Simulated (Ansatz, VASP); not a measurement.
# NaOs in two plane-wave programs

Wanted: the spread between two codes on one cell, functional and k mesh. The cell is invented: As first built, before any earlier steps moved the atoms (in the runner's words): it takes the NaPt structure with some of its atoms replaced by other elements, volume scaled by an estimate. It may not be a known or stable phase. The cell is taken from a series of VASP runs on this material, whose earlier steps may have relaxed, scaled or displaced it; both programs get it as it stands.

Calculated with Ansatz 0.2.0; plane waves, with VASP 6.6.1 beside it; band structure at PBE, spin-orbit coupling.

**1. Starting point**

It takes space group Amm2 (No. 38, orthorhombic). The conventional cell has a = 5.239 Å, b = 2.697 Å, c = 4.666 Å, α = 90.00°, β = 90.00°, γ = 90.00°. Os has 6 Os at 2.69 to 2.70 Å nearest. Nearest to Na lie 6 Na at 2.69 to 2.70 Å. As first built, before any earlier steps moved the atoms (in the runner's words): sites of the NaPt structure (space group 187) filled with other elements, volume scaled by an estimate. Farther neighbours are not listed.

Coordinates:

```xyz
2
Lattice="5.2388 0.0000 0.0000 0.0000 1.3484 2.3331 0.0000 -1.3484 2.3331" Properties=species:S:1:pos:R:3 pbc="T T T"
Os    2.6194    0.0000    1.5451
Na    0.0000    0.0000    3.1194
```

**2. VASP: band structure, PBE, spin-orbit coupling**

With cell and atoms fixed, the geometry can't cause a difference; cores, projectors, grids and the points listed under the comparison can.

Lines of VASP's logs that name or quote its potential files are left out, and so is its time.

The input, INCAR:

```
SYSTEM = NaOs
PREC = Accurate
ENCUT = 400
EDIFF = 1E-06
NELM = 100
ISMEAR = 1
SIGMA = 0.2
LREAL = .FALSE.
ALGO = Normal
GGA = PE
LNONCOLLINEAR = .TRUE.
MAGMOM = 0 0 0 0 0 0
NBANDS = 26
GGA_COMPAT = .FALSE.
LASPH = .TRUE.
LSORBIT = .TRUE.
LMAXMIX = 4
LORBIT = 11
LWAVE = .FALSE.
LCHARG = .FALSE.
```

The input, POSCAR:

```
NaOs
1.0
    5.2388083620      0.0000000000      0.0000000000
    0.0000000000      1.3483927934      2.3330862073
    0.0000000000     -1.3483927934      2.3330862073
Os Na
1 1
Direct
    0.5000000000      0.3311245757      0.3311245757
    0.0000000000      0.6685079653      0.6685079653
```

The input, KPOINTS:

```
Automatic mesh
0
Gamma
4 9 9
0 0 0
```

The input, KPOINTS_OPT:

```
Line mode
16
Line-mode
Reciprocal
  0.00000000   0.00000000   0.00000000 GAMMA
  0.00000000   0.33350477  -0.33350477 X

  0.00000000   0.33350477  -0.33350477 X
  0.00000000   0.00000000  -0.50000000 S

  0.00000000   0.00000000  -0.50000000 S
 -0.50000000   0.00000000  -0.50000000 R

 -0.50000000   0.00000000  -0.50000000 R
 -0.50000000   0.33350477  -0.33350477 A

 -0.50000000   0.33350477  -0.33350477 A
 -0.50000000   0.00000000   0.00000000 Z

 -0.50000000   0.00000000   0.00000000 Z
  0.00000000   0.00000000   0.00000000 GAMMA

  0.00000000   0.00000000   0.00000000 GAMMA
  0.00000000  -0.50000000  -0.50000000 Y

  0.00000000  -0.50000000  -0.50000000 Y
  0.00000000  -0.33350477  -0.66649523 X1

  0.00000000  -0.33350477  -0.66649523 X1
 -0.50000000  -0.33350477  -0.66649523 A1

 -0.50000000  -0.33350477  -0.66649523 A1
 -0.50000000  -0.50000000  -0.50000000 T

 -0.50000000  -0.50000000  -0.50000000 T
  0.00000000  -0.50000000  -0.50000000 Y

 -0.50000000   0.00000000   0.00000000 Z
 -0.50000000  -0.50000000  -0.50000000 T
```

PAW data sets: Os and Na_pv (PBE family, release 64).

Command:

```sh
$ mpirun -np 1 vasp_ncl
```

Numbers of over 12 decimals in the logs are rounded to 6 here.

The log of the run:

```text
[banner, memory and clock lines left out]
running    1 mpi-ranks, on    1 nodes
 distrk:  each k-point on    1 cores,    1 groups
 distr:  one band on    1 cores,    1 groups

 POSCAR found type information on POSCAR OsNa
 POSCAR found :  2 types and       2 ions
 LDA part: xc-table for (Slater+PW92), standard interpolation
 POSCAR, INCAR and KPOINTS ok, starting setup
 FFT: planning ... GRIDC
 FFT: planning ... GRID_SOFT
 FFT: planning ... GRID
 WAVECAR not read
 entering main loop
       N       E                     dE             d eps       ncg     rms          rms(c)
DAV:   1     0.122270388377E+03    0.12227E+03   -0.62762E+03  7054   0.114E+03
DAV:   2    -0.240290358850E+01   -0.12467E+03   -0.11529E+03  7260   0.363E+02
DAV:   3    -0.119930239009E+02   -0.95901E+01   -0.90835E+01  8252   0.103E+02
DAV:   4    -0.122109286907E+02   -0.21790E+00   -0.21589E+00  8102   0.154E+01
DAV:   5    -0.122134190482E+02   -0.24904E-02   -0.24888E-02  8444   0.172E+00    0.114E+01
DAV:   6    -0.116516565952E+02    0.56176E+00   -0.81211E-01  8756   0.708E+00    0.499E+00
DAV:   7    -0.115438779627E+02    0.10778E+00   -0.11191E-01  8676   0.325E+00    0.281E+00
DAV:   8    -0.115209718040E+02    0.22906E-01   -0.13478E-02  9244   0.108E+00    0.818E-01
DAV:   9    -0.115161747195E+02    0.47971E-02   -0.41844E-03  8932   0.644E-01    0.910E-02
DAV:  10    -0.115162117340E+02   -0.37015E-04   -0.41619E-04  8104   0.295E-01    0.381E-02
DAV:  11    -0.115162260618E+02   -0.14328E-04   -0.19751E-05  8158   0.490E-02    0.176E-02
DAV:  12    -0.115162274990E+02   -0.14372E-05   -0.36681E-06  9140   0.317E-02    0.677E-03
DAV:  13    -0.115162275180E+02   -0.18946E-07   -0.56476E-07  5232   0.106E-02
   1 F= -.11516228E+02 E0= -.11516194E+02  d E =-.100124E-03  mag=    -0.0000     0.0000    -0.0000
 Start KPOINTS_OPT (optional k-point list driver)
k-point batch [1-135\192]
       N       E                     dE             ncg
DAV:   1     0.556395151923E+04   -0.53339E+05     7028
DAV:   2    -0.115918743978E+05   -0.17156E+05     7310
DAV:   3    -0.129201708525E+05   -0.13283E+04     8532
DAV:   4    -0.129520037170E+05   -0.31833E+02     7848
DAV:   5    -0.129524111962E+05   -0.40748E+00     8344
DAV:   6    -0.129524207966E+05   -0.96004E-02     7856
DAV:   7    -0.129524211186E+05   -0.32193E-03     8384
DAV:   8    -0.129524211310E+05   -0.12419E-04     6828
DAV:   9    -0.129524211317E+05   -0.67330E-06     4584
k-point batch [136-192\192]
       N       E                     dE             ncg
DAV:   1     0.315144036066E+05   -0.27866E+05     2980
DAV:   2     0.244269785671E+05   -0.70874E+04     2996
DAV:   3     0.238412603033E+05   -0.58572E+03     3532
DAV:   4     0.238257708755E+05   -0.15489E+02     3338
DAV:   5     0.238255822985E+05   -0.18858E+00     3432
DAV:   6     0.238255779376E+05   -0.43609E-02     3290
DAV:   7     0.238255777879E+05   -0.14966E-03     3530
DAV:   8     0.238255777818E+05   -0.61092E-05     3044
DAV:   9     0.238255777815E+05   -0.28434E-06     1898
```

Parts of OUTCAR (step 2):

```text
ion  position               nearest neighbor table
   1  0.500  0.331  0.331-   2 3.04   2 3.04   2 3.04   2 3.04   2 3.06   2 3.06
   2  0.000  0.669  0.669-   1 3.04   1 3.04   1 3.04   1 3.04   1 3.06   1 3.06

  LATTYP: Found a base centered orthorhombic cell.
 ALAT       =     2.6967855868
 B/A-ratio  =     1.7302719346
 C/A-ratio  =     1.9426121185

 Subroutine GETGRP returns: Found  4 space group operations
 (whereof  4 operations were pure point group operations)

The static configuration has the point symmetry C_2v.

 Found    135 irreducible k-points:

   k-points           NKPTS =    135   k-points in BZ     NKDIM =    135   number of bands    NBANDS=     26

   dimension x,y,z NGX =    36 NGY =   18 NGZ =   18
   dimension x,y,z NGXF=    72 NGYF=   36 NGZF=   36

   ENCUT  =  400.0 eV  29.40 Ry    5.42 a.u.   8.54  4.39  4.39*2*pi/ulx,y,z

   NELECT =      15.0000    total number of electrons

 k-points in reciprocal lattice and weights: Automatic mesh
   0.00000000  0.00000000  0.00000000       0.003
   0.25000000  0.00000000  0.00000000       0.006
   0.50000000  0.00000000  0.00000000       0.003
   0.00000000  0.11111111 -0.00000000       0.006
   0.00000000 -0.11111111  0.00000000       0.006
   0.25000000  0.11111111 -0.00000000       0.012
  -0.25000000 -0.11111111  0.00000000       0.012
   0.50000000  0.11111111 -0.00000000       0.006
   0.50000000 -0.11111111  0.00000000       0.006
[...]
0.25000000 -0.44444444  0.44444444       0.012
   0.50000000 -0.44444444  0.44444444       0.006

 average (electrostatic) potential at core
       1 -46.8819       2 -45.3879

 E-fermi :   5.1312

 k-point     1 :       0.0000    0.0000    0.0000
  band No.  band energies     occupation
    ...
     12       2.8730      1.00000
     13       3.7723      1.00000
     14       3.7723      1.00000
     15       4.5905      1.00045
     16       4.5905      1.00045
     17       6.1058     -0.00000
     18       6.1058     -0.00000
     19       6.7068     -0.00000
     20       6.7068     -0.00000
     21       8.3559     -0.00000
    ...

 k-point     2 :       0.2500    0.0000    0.0000
  band No.  band energies     occupation
    ...
     12       2.8727      1.00000
     13       3.3497      1.00000
     14       3.3499      1.00000
     15       3.7717      1.00000
     16       3.7717      1.00000
     17       6.1589     -0.00000
     18       6.1591     -0.00000
     19       6.7036     -0.00000
     20       6.7048     -0.00000
     21       9.8552      0.00000
    ...

 k-point     3 :       0.5000    0.0000    0.0000
  band No.  band energies     occupation
    ...
     12       2.0343      1.00000
     13       2.8718      1.00000
     14       2.8718      1.00000
     15       3.7710      1.00000
     16       3.7710      1.00000
     17       6.1695     -0.00000
     18       6.1695     -0.00000
     19       6.7015     -0.00000
     20       6.7015     -0.00000
     21      11.3697      0.00000
    ...

  Total        0.0856413      0.0585888      0.0417689      0.0000000      0.0000000      0.0000000
  in kB        4.1627885      2.8478384      2.0302697      0.0000000      0.0000000      0.0000000
  external PRESSURE =       3.0136322 kB  Pullay stress =       0.0000000 kB

  energy-cutoff  :      400.00
  volume of cell :       32.96
      direct lattice vectors                 reciprocal lattice vectors
     5.238808362  0.000000000  0.000000000     0.190883104  0.000000000  0.000000000
     0.000000000  1.348392793  2.333086207     0.000000000  0.370811831  0.214308412
     0.000000000 -1.348392793  2.333086207     0.000000000 -0.370811831  0.214308412

 POSITION                                       TOTAL-FORCE (eV/Angst)
 -----------------------------------------------------------------------------------
      2.61940      0.00000      1.54508         0.000000      0.000000      0.009253
      0.00000      0.00000      3.11937         0.000000      0.000000     -0.009253
 -----------------------------------------------------------------------------------
    total drift:                                0.000000     -0.000000     -0.000638

  FREE ENERGIE OF THE ION-ELECTRON SYSTEM (eV)
  ---------------------------------------------------
  free  energy   TOTEN  =       -11.5162275180 eV

  energy  without entropy=      -11.5161273941  energy(sigma->0) =      -11.51619414

 Spin-Orbit-Coupling matrix elements
 Ion:    1  E_soc:     -0.7036125
 Ion:    2  E_soc:     -0.0009529

 total charge
# of ion       s       p       d       tot
------------------------------------------
    1        0.693   0.538   5.894   7.125
    2        0.122   6.018   0.000   6.140
--------------------------------------------------
tot          0.815   6.556   5.894  13.265

 magnetization (x)
# of ion       s       p       d       tot
------------------------------------------
    1        0.000   0.000   0.000   0.000
    2        0.000   0.000   0.000   0.000
--------------------------------------------------
tot          0.000   0.000   0.000   0.000

 magnetization (y)
# of ion       s       p       d       tot
------------------------------------------
    1        0.000   0.000   0.000   0.000
    2        0.000   0.000   0.000   0.000
--------------------------------------------------
tot          0.000   0.000   0.000   0.000

 magnetization (z)
# of ion       s       p       d       tot
------------------------------------------
    1        0.000   0.000   0.000   0.000
    2        0.000   0.000   0.000   0.000
--------------------------------------------------
tot          0.000   0.000   0.000   0.000

[... 3 further parts left out ...]
```

The run ends at a pressure of 0.30 GPa, with forces up to 0.0093 eV/Å.

(Continued in part 2 of 2.)

[Lines on the potential files, build, host, timing and source positions are cut from VASP's logs without a mark.]

[Logs are printed without paths, hosts, clocks, repeated set-up lines and the standing remarks that a program may print on its own settings, such as how far it seeks lower states.]

[Hosts, paths, dates, database ids (printed as entryN), source tags and the programs' standing remarks are cut or masked in the printed files.]
